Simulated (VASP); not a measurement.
The input files of a VASP run:

**INCAR**
```
SYSTEM = Zr
PREC = Accurate
ENCUT = 400
EDIFF = 1E-6
NELM = 100
ALGO = Normal
LREAL = .FALSE.
LASPH = .TRUE.
ISMEAR = 0
SIGMA = 0.001
GGA = PE
LMAXMIX = 4
LWAVE = .FALSE.
LCHARG = .FALSE.
ISIF = 2
```

File POSCAR:
```
Zr
1
    1.6473000000    -2.8532070000     0.0000000000
    1.6473000000     2.8532070000     0.0000000000
    0.0000000000     0.0000000000     5.2530000000
Zr
2
Direct
  0.3333330000   0.6666670000   0.2500000000
  0.6666670000   0.3333330000   0.7500000000
```

### KPOINTS
```
Automatic mesh
0
Gamma
3 3 1
0 0 0
```

POTCAR, in this order: Zr_sv (PBE.64 set). Program: vasp_std.

The resulting files:

File standard output:
```
 POSCAR found type information on POSCAR Zr
 POSCAR found :  1 types and       2 ions
 Reading from existing POTCAR
 Reading from existing POTCAR
 LDA part: xc-table for (Slater+PW92), standard interpolation
 POSCAR, INCAR and KPOINTS ok, starting setup
 WAVECAR not read
 entering main loop
       N       E                     dE             d eps       ncg     rms          rms(c)
DAV:   1     0.182725909100E+03    0.18273E+03   -0.12310E+04    96   0.126E+03
DAV:   2    -0.366578751759E+01   -0.18639E+03   -0.18505E+03   104   0.374E+02
DAV:   3    -0.178563848549E+02   -0.14191E+02   -0.14183E+02   184   0.710E+01
DAV:   4    -0.181576282594E+02   -0.30124E+00   -0.30100E+00   112   0.121E+01
DAV:   5    -0.181660232773E+02   -0.83950E-02   -0.83950E-02   152   0.127E+00    0.131E+01
DAV:   6    -0.174814629174E+02    0.68456E+00   -0.10848E+00    96   0.892E+00    0.490E+00
DAV:   7    -0.173316366232E+02    0.14983E+00   -0.68375E-01   144   0.616E+00    0.114E+00
DAV:   8    -0.173339806352E+02   -0.23440E-02   -0.32328E-02   128   0.151E+00    0.255E-01
DAV:   9    -0.173342036275E+02   -0.22299E-03   -0.20869E-03   120   0.449E-01    0.319E-02
DAV:  10    -0.173341748360E+02    0.28792E-04   -0.51872E-05   144   0.450E-02    0.181E-02
DAV:  11    -0.173341731787E+02    0.16572E-05   -0.87919E-06   120   0.359E-02    0.154E-03
DAV:  12    -0.173341732596E+02   -0.80877E-07   -0.22276E-07    96   0.398E-03
   1 F= -.17334173E+02 E0= -.17334048E+02  d E =-.250745E-03
```

File OUTCAR:
```
------------------------ aborting loop because EDIFF is reached ----------------------------------------
  FORCE on cell =-STRESS in cart. coord.  units (eV):
  Direction    XX          YY          ZZ          XY          YZ          ZX
  --------------------------------------------------------------------------------------
  Total        1.1761176      1.1761174     -7.2202700      0.0000000      0.0000000      0.0000000
  in kB       38.1608436     38.1608357   -234.2721397      0.0000000      0.0000000      0.0000000
  external PRESSURE =     -52.6501535 kB  Pullay stress =       0.0000000 kB
  volume of cell :       49.38
      direct lattice vectors                 reciprocal lattice vectors
     1.647300000 -2.853207000  0.000000000     0.303526984 -0.175241404  0.000000000
     1.647300000  2.853207000  0.000000000     0.303526984  0.175241404  0.000000000
     0.000000000  0.000000000  5.253000000     0.000000000  0.000000000  0.190367409
 POSITION                                       TOTAL-FORCE (eV/Angst)
 -----------------------------------------------------------------------------------
      1.64730      0.95107      1.31325        -0.000000     -0.000000      0.000000
      1.64730     -0.95107      3.93975         0.000000      0.000000      0.000000
 -----------------------------------------------------------------------------------
    total drift:                                0.000000      0.001135     -0.000010
  FREE ENERGIE OF THE ION-ELECTRON SYSTEM (eV)
  ---------------------------------------------------
  free  energy   TOTEN  =       -17.3341732596 eV

  energy  without entropy=      -17.3339225148  energy(sigma->0) =      -17.33404789
```
(Selected blocks of OUTCAR.)

Question: The run ends quietly. Is anything wrong with it?

Answer: The cause: a metal was run with a tiny SIGMA on a coarse mesh. The run ends without an error. Against the sound run, the energy per atom (σ→0) falls by 0.164 eV/atom; the pressure falls by 0.36 GPa. To mend it, set ISMEAR = 1, set SIGMA = 0.1, correct KPOINTS.
KPOINTS:
```
Automatic mesh
0
Gamma
10 10 5
0 0 0
```
The mended run (PBE GGA, plane waves, VASP's PBE PAW potentials (set 64)) converges, and its OSZICAR ends with
```
   1 F= -.17005991E+02 E0= -.17006729E+02  d E =0.221497E-02
```

The compound is Zr in the hcp structure. The cell was not relaxed at this level.
